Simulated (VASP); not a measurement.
Input of a VASP 6.6.1 run:

INCAR

```
PREC     = Accurate       # precision mode
ENCUT    = 520            # plane-wave cutoff, eV
EDIFF    = 1E-7           # SCF threshold, eV
ISMEAR   = -1             # smearing method
SIGMA    = 0.05           # smearing width, eV
LREAL    = False          # projectors in reciprocal space
LASPH    = True           # aspherical terms in the spheres
NELM     = 60             # most SCF steps
ALGO     = Normal         # electronic algorithm
ISIF     = 2              # what is computed and relaxed
LWAVE    = False          # write WAVECAR
LCHARG   = False          # write CHGCAR
LMAXMIX  = 6              # l up to which the mixer works
METAGGA  = R2SCAN         # meta-GGA
LMIXTAU  = True         
NBANDS   = 18             # bands
```

The input KPOINTS:

```
Automatic mesh
0
Gamma
  5 5 5
```

Contents of POSCAR:

```
LaSc
1.0
    3.9480400000      0.0000000000      0.0000000000
    0.0000000000      3.9480400000      0.0000000000
    0.0000000000      0.0000000000      3.9480400000
La Sc
1 1
Direct
    0.0000000000      0.0000000000      0.0000000000
    0.5000000000      0.5000000000      0.5000000000
```

Contents of KPOINTS_OPT:

```
path GXMGRX,MR
20
line-mode
reciprocal
 0.0000000000  0.0000000000  0.0000000000  G
 0.0000000000  0.5000000000  0.0000000000  X

 0.0000000000  0.5000000000  0.0000000000  X
 0.5000000000  0.5000000000  0.0000000000  M

 0.5000000000  0.5000000000  0.0000000000  M
 0.0000000000  0.0000000000  0.0000000000  G

 0.0000000000  0.0000000000  0.0000000000  G
 0.5000000000  0.5000000000  0.5000000000  R

 0.5000000000  0.5000000000  0.5000000000  R
 0.0000000000  0.5000000000  0.0000000000  X

 0.5000000000  0.5000000000  0.0000000000  M
 0.5000000000  0.5000000000  0.5000000000  R
```

Potentials or basis: VASP PAW PBE potentials, release 64 (La, Sc_sv).

Launch:

```sh
$ cat potpaw_PBE.64/La/POTCAR potpaw_PBE.64/Sc_sv/POTCAR > POTCAR
$ mpirun -np 1 vasp_std > vasp.out
```

Problem. Predict the pressure.

Solution. 0.4 GPa.

Problem. What does it give for the band gap along the path?

Solution. None (metal or under the smearing width).

Levels at the corners of the path, in eV from the Fermi level:
```tsv
point	band 8	band 9	band 10	band 11	band 12	band 13	band 14	band 15
Γ	-16.58	-4.18	-1.56	-1.56	1.68	1.68	1.68	2.64
X	-16.54	-1.74	-1.06	0.04	0.46	1.48	1.48	1.83
X	-16.54	-1.74	-1.06	0.04	0.46	1.48	1.48	1.83
M	-16.48	-2.44	-1.11	0.31	0.31	1.51	1.51	2.62
M	-16.48	-2.44	-1.11	0.31	0.31	1.51	1.51	2.62
Γ	-16.58	-4.18	-1.56	-1.56	1.68	1.68	1.68	2.64
Γ	-16.58	-4.18	-1.56	-1.56	1.68	1.68	1.68	2.64
R	-17.00	-0.93	-0.93	-0.93	1.13	1.13	1.13	2.09
R	-17.00	-0.93	-0.93	-0.93	1.13	1.13	1.13	2.09
X	-16.54	-1.74	-1.06	0.04	0.46	1.48	1.48	1.83
M	-16.48	-2.44	-1.11	0.31	0.31	1.51	1.51	2.62
R	-17.00	-0.93	-0.93	-0.93	1.13	1.13	1.13	2.09
```

Caveat: the PAW data sets were made with another functional, which shifts forces and pressure a little; spin-orbit coupling is left out, which moves the levels of the heavy elements.
